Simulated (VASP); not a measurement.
OSZICAR of a VASP run on Cs (bcc):

OSZICAR:
```
       N       E                     dE             d eps       ncg     rms          rms(c)
DAV:   1     0.559045096167E+02    0.55905E+02   -0.30135E+03   752   0.793E+02
DAV:   2     0.688435343067E+01   -0.49020E+02   -0.48672E+02   984   0.125E+02
DAV:   3     0.208789847790E+01   -0.47965E+01   -0.47944E+01   752   0.467E+01
DAV:   4     0.202438239396E+01   -0.63516E-01   -0.63486E-01  1360   0.661E+00
DAV:   5     0.202429898798E+01   -0.83406E-04   -0.83486E-04   984   0.144E-01    0.152E-01
DAV:   6     0.202448577728E+01    0.18679E-03   -0.14997E-03  1272   0.214E-01    0.995E-02
DAV:   7     0.202388970042E+01   -0.59608E-03   -0.39367E-03   936   0.347E-01    0.365E-02
DAV:   8     0.202368583578E+01   -0.20386E-03   -0.32431E-04   952   0.997E-02    0.818E-03
DAV:   9     0.202367045093E+01   -0.15385E-04   -0.19949E-05  1192   0.201E-02    0.376E-03
DAV:  10     0.202366849542E+01   -0.19555E-05   -0.57467E-06   960   0.111E-02    0.925E-04
DAV:  11     0.202366833729E+01   -0.15814E-06   -0.17063E-07  1296   0.225E-03    0.186E-04
DAV:  12     0.202366828503E+01   -0.52255E-07   -0.65145E-08   968   0.101E-03
   1 F= 0.20236683E+01 E0= 0.20236683E+01  d E =0.000000E+00
```

### Question
Which electronic solver shows in the log?

### Answer
It is blocked Davidson (ALGO = Normal, or the opening steps of other solvers). The INCAR had ALGO = Normal.

### Question
Can the final energy be trusted as converged?

### Answer
The run converged. It stopped with EDIFF = 1E-7, NELM = 100 (optB86b-vdW, plane waves, VASP's PBE PAW potentials (set 64)).

The compound is Cs in the bcc structure. It was relaxed first, which changed the volume by -8 %.
